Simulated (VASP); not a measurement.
KTaO3:

```
K Ta O
1.0
     3.98830    0.00000    0.00000
     0.00000    3.98830    0.00000
     0.00000    0.00000    3.98830
K Ta O
1 1 3
Direct
  0.50000 0.50000 0.50000
  0.00000 0.00000 0.00000
  0.50000 0.00000 0.00000
  0.00000 0.50000 0.00000
  0.00000 0.00000 0.50000
```

* Program: VASP 6.6.1
* Task: relaxation of cell and atoms
* Functional: PBE
* Potentials or basis: VASP PAW PBE potentials, release 64 (K_sv, Ta_pv, O)
* Cutoff: 600 eV
* k mesh: 8 × 8 × 8
* Occupations: gaussian, width 0.02 eV
* Spin: no spin polarisation

At the start: pressure 5.9 GPa; volume 12.69 Å³/atom.

Question: Where does the relaxation end?

Answer: Over 3 steps the energy falls by 6.8 meV/atom and the volume is 13.07 Å³/atom (+3.0 %); space group Pm-3m (No. 221, to 0.05 Å).

The path:
```csv
step,energy change (eV),largest force (eV/Å),pressure (GPa),volume (Å³)
1,0.0000,0.0000,5.90,63.44
2,0.0186,0.0000,-6.49,67.83
3,-0.0339,0.0000,-0.05,65.34
```

Final structure:
```
K Ta O
1.0
     4.02782    0.00000    0.00000
     0.00000    4.02782    0.00000
     0.00000    0.00000    4.02782
K Ta O
1 1 3
Direct
  0.50000 0.50000 0.50000
  0.00000 0.00000 0.00000
  0.50000 0.00000 0.00000
  0.00000 0.50000 0.00000
  0.00000 0.00000 0.50000
```
